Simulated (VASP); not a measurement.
Here is the system:

Space group Fm-3m (No. 225); a = 5.9223 Å, b = 5.9223 Å, c = 5.9223 Å, α = 90.00°, β = 90.00°, γ = 90.00°

```
atom  site  symmetry       x       y       z
----  ----  --------  ------  ------  ------
Pb      4a      m-3m  0.0000  0.0000  0.0000
S       4b      m-3m  0.5000  0.5000  0.5000
```
(The calculation used a cell of 2 atoms; values per cell refer to that cell.)

All values below come from vdW-DF-cx, VASP's PBE PAW potentials (set 64) (plane waves; VASP 6.6.1). Settings: 520 eV cut-off, 8×8×8 Γ-centred mesh, Gaussian smearing of 0.050 eV, potentials Pb_d S.

Q: Give the energy at these volumes per atom, relative to the lowest: 24.35, 25.13, 25.91, 26.69, 27.46 Å³.

A: 20.7, 5.2, 0.0, 3.5, 14.5 meV/atom. A third-order Birch-Murnaghan fit gives B0 = 59.4 GPa and B0′ = 4.3.

Measured: a 5.914 Å at 120 K (computed value off by +0.1 %), as given by Noda, Masumoto, Ohba, Saito, Toriumi, Iwata, Shibuya, Acta Cryst. C 43, 1443 (1987), by a structure database's card. The calculation is for a static lattice, while the measured a holds thermal and zero-point effects, which are part of the difference.

The compound is PbS in the rock salt structure. It was relaxed first.
